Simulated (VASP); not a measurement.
# Cu2BrCl in VASP: convergence with k mesh

Crystal: Cu2BrCl.

```xyz
4
Lattice="1.8555 1.0713 6.0475 -1.8555 1.0713 6.0475 0.0000 -2.1426 6.0475" Properties=species:S:1:pos:R:3 pbc="T T T"
Br    0.0000    0.0000    0.0000
Cu    0.0000    0.0000   13.6360
Cu    0.0000    0.0000    4.5065
Cl    0.0000    0.0000    9.0713
```

The cell comes from a database or a generator and needn't be the stable form of this composition.

| Property | Result |
| --- | --- |
| Program | VASP 6.6.1 |
| Task | single point |
| Functional | r2SCAN |
| Potentials or basis | VASP PAW PBE potentials, release 64 (Br, Cu, Cl) |
| Cutoff | 520 eV |
| k mesh | 2 × 2 × 2 |
| Occupations | gaussian, width 0.02 eV |
| Spin | no spin polarisation |

These are the settings of the first run; the series varies k mesh, with any setting tied to it.

Hardware: 1 thread of Intel(R) Xeon(R) 6975P-C (Granite Rapids), on a shared host.

Question: The values tried are 2 × 2 × 2, 3 × 3 × 3, 4 × 4 × 4, 5 × 5 × 5, 6 × 6 × 6, 8 × 8 × 8, 10 × 10 × 10, 12 × 12 × 12, loosest first. From which on does the energy stay within 1 meV/atom of the tightest run that finished?

Answer: From 6 × 6 × 6 on.

```tsv
k mesh	energy less the tightest run, at zero smearing (meV/atom)	pressure (GPa)	largest force (eV/Å)	gap on the mesh (eV)	SCF cycles	CPU time (s)	peak memory (GiB)
2 × 2 × 2	286.52	3.68	0.130	0.689	18	54	0.34
3 × 3 × 3	30.09	-0.09	0.142	0.734	20	85	0.35
4 × 4 × 4	7.41	-0.50	0.132	0.725	23	180	0.36
5 × 5 × 5	1.48	-0.64	0.129	0.728	25	280	0.36
6 × 6 × 6	0.41	-0.67	0.127	0.728	22	420	0.38
8 × 8 × 8	0.00	-0.68	0.127	0.728	23	830	0.42
10 × 10 × 10	timed out after 960 s	-	-	-	-	-	-
12 × 12 × 12	timed out after 960 s	-	-	-	-	-	-
```

Against the tightest run, the pressure stays within 0.1 GPa from 5 × 5 × 5 on; the largest force stays within 0.005 eV/Å from 5 × 5 × 5 on; the gap on the mesh stays within 0.01 eV from 3 × 3 × 3 on. Meshes of other sizes hit other points, so gaps and Fermi surfaces needn't settle smoothly. The tightest run that finished is the yardstick and may itself not be fully converged.

Caveat, for the tightest run too: the PAW data sets were made with another functional, which shifts forces and pressure a little.
